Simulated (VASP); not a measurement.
Calculation: LDA (Ceperley-Alder, Perdew-Zunger), VASP's LDA PAW potentials (set 64) (plane waves; VASP 6.6.1).

A VASP calculation is set up with these files.

File KPOINTS:
```
kpoints
0
Gamma
  14 14 8
```

### INCAR
```
SYSTEM = Hf
PREC = Accurate
ENCUT = 500
EDIFF = 1E-6
NELM = 100
ALGO = Normal
LREAL = .FALSE.
LASPH = .TRUE.
ISMEAR = 1
SIGMA = 0.1
LMAXMIX = 6
LWAVE = .FALSE.
LCHARG = .FALSE.
IBRION = 2
ISIF = 3
NSW = 40
EDIFFG = -0.02
PSTRESS = 100
```

### POSCAR
```
Hf
1
    1.5393450981    -2.6662238841     0.0000000000
    1.5393450981     2.6662238841     0.0000000000
    0.0000000000     0.0000000000     4.8886318475
Hf
2
Direct
  0.3333330000   0.6666670000   0.2500000000
  0.6666670000   0.3333330000   0.7500000000
```

POTCAR, in this order: Hf_pv (LDA.64 set). Program: vasp_std.

Energy and stress use the plane-wave basis of the starting cell. Unless said otherwise, spin-orbit coupling is left out, though it shifts the bands of the heavy elements here.

Predict the energy per atom (σ→0), volume per atom, band gap (on the k-mesh).

```
Property                                                     Value
------------------------  ----------------------------------------
energy per atom (σ→0)                              -10.651 eV/atom
band gap (on the k-mesh)  none (metal, semimetal or under 0.01 eV)
volume per atom                                     19.39 Å^3/atom
```

### OSZICAR
```
...
DAV:   8    -0.213043829439E+02    0.57673E-08   -0.48174E-08  2034   0.163E-03
   3 F= -.18882627E+02 E0= -.18882385E+02  d E =-.212360E-01
       N       E                     dE             d eps       ncg     rms          rms(c)
DAV:   1    -0.213027888286E+02    0.15941E-02   -0.95268E-04  3396   0.278E-01    0.730E-02
DAV:   2    -0.213027602874E+02    0.28541E-04   -0.58301E-05  3504   0.653E-02    0.218E-02
DAV:   3    -0.213027512932E+02    0.89941E-05   -0.16355E-05  3528   0.329E-02    0.951E-03
DAV:   4    -0.213027503219E+02    0.97137E-06   -0.17292E-06  1916   0.116E-02
   4 F= -.18882632E+02 E0= -.18882387E+02  d E =-.212415E-01
```

The compound is Hf in the hcp structure. This run relaxes it under an external pressure of 10 GPa. Symmetry was kept, so distortions that lower it aren't found.
